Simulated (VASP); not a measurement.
Method: PBE GGA, VASP's PBE PAW potentials (set 64) (plane waves; VASP).

VASP ran on this input.

### INCAR
```
ALGO  =  Fast
EDIFF  =  1E-5
EDIFFG  =  -0.03
ENCUT  =  400
GGA  =  PE
IBRION  =  2
ISIF  =  2
ISMEAR  =  1
LASPH  =  T
LCHARG  =  F
LMAXMIX  =  4
LREAL  =  F
LWAVE  =  F
NELM  =  100
NELMIN  =  4
NSW  =  20
PREC  =  Normal
SIGMA  =  0.1
SYSTEM  =  Zr
```

POSCAR:
```
Zr
1.0
  3.2298235295   0.0000000000   0.0000000000
 -1.6149117648   2.7971091721   0.0000000000
  0.0000000000   0.0000000000   5.1817183366
Zr
2
direct
  0.6666670000   0.3333330000   0.7500000000
  0.3333330000   0.6666670000   0.2500000000
```

### KPOINTS
```
Regular mesh
0
G
15 15 8
0 0 0
```

POTCAR, in this order: Zr_sv (PBE.64 set). Program: vasp_std.

Output of the run:

**OUTCAR**
```
 ion  position               nearest neighbor table
   1  0.667  0.333  0.750-   2 3.19   2 3.19   2 3.19   2 3.19   2 3.19   2 3.19
   2  0.333  0.667  0.250-   1 3.19   1 3.19   1 3.19   1 3.19   1 3.19   1 3.19
  LATTYP: Found a hexagonal cell.
 ALAT       =     3.2298235295
 C/A-ratio  =     1.6043348156
 Subroutine PRICEL returns:
 Original cell was already a primitive cell.
 Subroutine GETGRP returns: Found 24 space group operations
The static configuration has the point symmetry D_3d.
 The point group associated with its full space group is D_6h.
The dynamic configuration has the point symmetry D_3d.
 Subroutine INISYM returns: Found 24 space group operations
 Subroutine IBZKPT returns following result:
 Found    135 irreducible k-points:

 Following reciprocal coordinates:
            Coordinates               Weight
  0.000000  0.000000  0.000000      1.000000
  0.066667 -0.000000  0.000000      6.000000
  0.133333 -0.000000  0.000000      6.000000
  0.200000 -0.000000  0.000000      6.000000
  0.266667 -0.000000  0.000000      6.000000
  0.333333 -0.000000  0.000000      6.000000
  0.400000 -0.000000  0.000000      6.000000
  0.466667 -0.000000  0.000000      6.000000
  0.066667  0.066667  0.000000      6.000000
  0.133333  0.066667  0.000000     12.000000
  0.200000  0.066667  0.000000     12.000000
  0.266667  0.066667  0.000000     12.000000
  0.333333  0.066667  0.000000     12.000000
  0.400000  0.066667  0.000000     12.000000
  0.466667  0.066667  0.000000      6.000000
  0.133333  0.133333  0.000000      6.000000
  0.200000  0.133333  0.000000     12.000000
  0.266667  0.133333  0.000000     12.000000
  0.333333  0.133333  0.000000     12.000000
  0.400000  0.133333  0.000000     12.000000
  0.200000  0.200000  0.000000      6.000000
  0.266667  0.200000  0.000000     12.000000
  0.333333  0.200000  0.000000     12.000000
  0.400000  0.200000  0.000000      6.000000
  0.266667  0.266667  0.000000      6.000000
  0.333333  0.266667  0.000000     12.000000
  0.333333  0.333333  0.000000      2.000000
  0.000000  0.000000  0.125000      2.000000
  0.066667 -0.000000  0.125000     12.000000
  0.133333 -0.000000  0.125000     12.000000
  0.200000 -0.000000  0.125000     12.000000
  0.266667 -0.000000  0.125000     12.000000
  0.333333 -0.000000  0.125000     12.000000
  0.400000 -0.000000  0.125000     12.000000
  0.466667 -0.000000  0.125000     12.000000
  0.066667  0.066667  0.125000     12.000000
  0.133333  0.066667  0.125000     24.000000
  0.200000  0.066667  0.125000     24.000000
  0.266667  0.066667  0.125000     24.000000
  0.333333  0.066667  0.125000     24.000000
   k-points           NKPTS =    135   k-points in BZ     NKDIM =    135   number of bands    NBANDS=     16
   number of dos      NEDOS =    301   number of ions     NIONS =      2
   total plane-waves  NPLWV =   7168
   dimension x,y,z NGX =    16 NGY =   16 NGZ =   28
   dimension x,y,z NGXF=    32 NGYF=   32 NGZF=   56
   ions per type =               2
   PREC   = normal    normal or accurate (medium, high low for compatibility)
   ISTART =      0    job   : 0-new  1-cont  2-samecut
   ICHARG =      2    charge: 1-file 2-atom 10-const
   ISPIN  =      1    spin polarized calculation?
   LNONCOLLINEAR =      F non collinear calculations
   LSORBIT =      F    spin-orbit coupling
   INIWAV =      1    electr: 0-lowe 1-rand  2-diag
   ENCUT  =  400.0 eV  29.40 Ry    5.42 a.u.   5.27  5.27  8.45*2*pi/ulx,y,z
   NELM   =    100;   NELMIN=  4; NELMDL= -5     # of ELM steps
   EDIFF  = 0.1E-04   stopping-criterion for ELM
   LREAL  =      F    real-space projection
...
```

### OSZICAR
```
       N       E                     dE             d eps       ncg     rms          rms(c)
DAV:   1     0.179948108295E+03    0.17995E+03   -0.12101E+04  4336   0.123E+03
DAV:   2    -0.513707137101E+01   -0.18509E+03   -0.18360E+03  5496   0.369E+02
DAV:   3    -0.175693987648E+02   -0.12432E+02   -0.12302E+02  8320   0.682E+01
DAV:   4    -0.177527924828E+02   -0.18339E+00   -0.18335E+00  4672   0.978E+00
DAV:   5    -0.177576850146E+02   -0.48925E-02   -0.48925E-02  6800   0.107E+00    0.142E+01
RMM:   6    -0.171449216264E+02    0.61276E+00   -0.86922E-01  4441   0.775E+00    0.577E+00
RMM:   7    -0.170221486562E+02    0.12277E+00   -0.89039E-01  4592   0.642E+00    0.120E+00
RMM:   8    -0.170364682730E+02   -0.14320E-01   -0.11351E-01  5150   0.272E+00    0.730E-01
RMM:   9    -0.170394854125E+02   -0.30171E-02   -0.41085E-02  5430   0.146E+00    0.354E-01
RMM:  10    -0.170386953330E+02    0.79008E-03   -0.98528E-03  4865   0.985E-01    0.869E-02
RMM:  11    -0.170388985753E+02   -0.20324E-03   -0.29814E-03  6035   0.368E-01    0.390E-02
RMM:  12    -0.170389780748E+02   -0.79500E-04   -0.76005E-04  6116   0.165E-01    0.222E-02
RMM:  13    -0.170390142550E+02   -0.36180E-04   -0.25680E-04  5196   0.910E-02    0.151E-02
RMM:  14    -0.170390269995E+02   -0.12744E-04   -0.10439E-04  4484   0.585E-02    0.815E-03
RMM:  15    -0.170390335135E+02   -0.65140E-05   -0.50034E-05  3848   0.407E-02
   1 F= -.17039034E+02 E0= -.17039288E+02  d E =-.170390E+02
```

File OUTCAR:
```
------------------------ aborting loop because EDIFF is reached ----------------------------------------
  FORCE on cell =-STRESS in cart. coord.  units (eV):
  Direction    XX          YY          ZZ          XY          YZ          ZX
  --------------------------------------------------------------------------------------
  Total       -0.0466750     -0.0466750     -0.1326347      0.0000000     -0.0000000      0.0000000
  in kB       -1.5974718     -1.5974717     -4.5394746      0.0000000     -0.0000000      0.0000000
  external PRESSURE =      -2.5781394 kB  Pullay stress =       0.0000000 kB
  volume of cell :       46.81
      direct lattice vectors                 reciprocal lattice vectors
     3.229823529  0.000000000  0.000000000     0.309614439  0.178755983  0.000000000
    -1.614911765  2.797109172  0.000000000     0.000000000  0.357511966  0.000000000
     0.000000000  0.000000000  5.181718337     0.000000000  0.000000000  0.192986175
 POSITION                                       TOTAL-FORCE (eV/Angst)
 -----------------------------------------------------------------------------------
      1.61491      0.93237      3.88629        -0.000000      0.000000      0.000000
     -0.00000      1.86474      1.29543         0.000000     -0.000000      0.000000
 -----------------------------------------------------------------------------------
    total drift:                               -0.000981      0.000566     -0.000020
  FREE ENERGIE OF THE ION-ELECTRON SYSTEM (eV)
  ---------------------------------------------------
  free  energy   TOTEN  =       -17.0390335135 eV

  energy  without entropy=      -17.0397967099  energy(sigma->0) =      -17.03928791

 reached required accuracy - stopping structural energy minimisation
```
(Selected blocks of OUTCAR.)

The compound is Zr in the hcp structure. It was relaxed first.
